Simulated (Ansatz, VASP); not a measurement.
**One calculation of Si2I, two programs**

INCAR

```
PREC = Accurate
ENCUT = 520
EDIFF = 1E-6
ISMEAR = 0
SIGMA = 0.1
LREAL = F
LASPH = T
NELM = 60
ALGO = Normal
ISIF = 2
LWAVE = F
LCHARG = T
GGA = PE
LELF = T
LVHAR = T
NBANDS = 24
```

KPOINTS

```
Automatic mesh
0
Gamma
  4 4 4
```

Contents of POSCAR:

```
Si2I
1.0
    6.0322486750      0.0000000000      0.0000000000
    0.0000000000      6.2159229135      0.0000000000
    0.0000000000      0.0000000000      4.0601673774
Si I
4 2
Direct
    0.2250000000      0.8250000000      0.5000000000
    0.7250000000      0.6750000000      0.0000000000
    0.7750000000      0.1750000000      0.5000000000
    0.2750000000      0.3250000000      0.0000000000
    0.5000000000      0.5000000000      0.5000000000
    0.0000000000      0.0000000000      0.0000000000
```

Input for Ansatz:

```yaml
crystal:
  lattice:
    - [6.032248675, 0.0, 0.0]
    - [0.0, 6.2159229135, 0.0]
    - [0.0, 0.0, 4.0601673774]
  atoms:
    - { symbol: Si, position: [0.225, 0.825, 0.5] }
    - { symbol: Si, position: [0.725, 0.675, 0.0] }
    - { symbol: Si, position: [0.775, 0.175, 0.5] }
    - { symbol: Si, position: [0.275, 0.325, 0.0] }
    - { symbol: I, position: [0.5, 0.5, 0.5] }
    - { symbol: I, position: [0.0, 0.0, 0.0] }
basis:
  ecutwfc: 420
kpoints:
  mp_grid: { grid: [4, 4, 4] }
hamiltonian:
  xc: pbe
scf:
  occupations: { method: gaussian, width: 0.1 }
  lower_state_search: "off"
output:
  forces: true
  stress: true
  eigenvalues: true
```

Alike in both runs: task single point; functional PBE; k mesh 4 × 4 × 4; occupations gaussian, width 0.1 eV; no spin polarisation.

```csv
,VASP,Ansatz
version,VASP 6.6.1,Ansatz 0.2.0
potentials or method,"VASP PAW PBE potentials, release 64 (Si, I)","scalar-relativistic, plane waves, PAW"
plane-wave cutoff (eV),520,420
valence electrons in the cell,30,50
```

```tsv
	VASP	Ansatz	Ansatz less VASP
gap on the k mesh at the Fermi level (eV)	none	none	-
pressure (GPa)	10.1	10.1	+0.03
largest component of the traceless stress (GPa)	2.37	2.37	+0.002
rms of the force components (eV/Å)	0.283	0.284	+0.0007
```

Atom by atom the forces differ by 0.002 eV/Å (rms over components). A gap of «none» marks a metal or a gap that the smearing closes. The two sets of potentials don't hold the same shells in valence.

Caveats: the k mesh is coarse (spacing up to 0.39 Å⁻¹), so the values aren't converged. Spin-orbit coupling is left out, which matters for the levels of I.
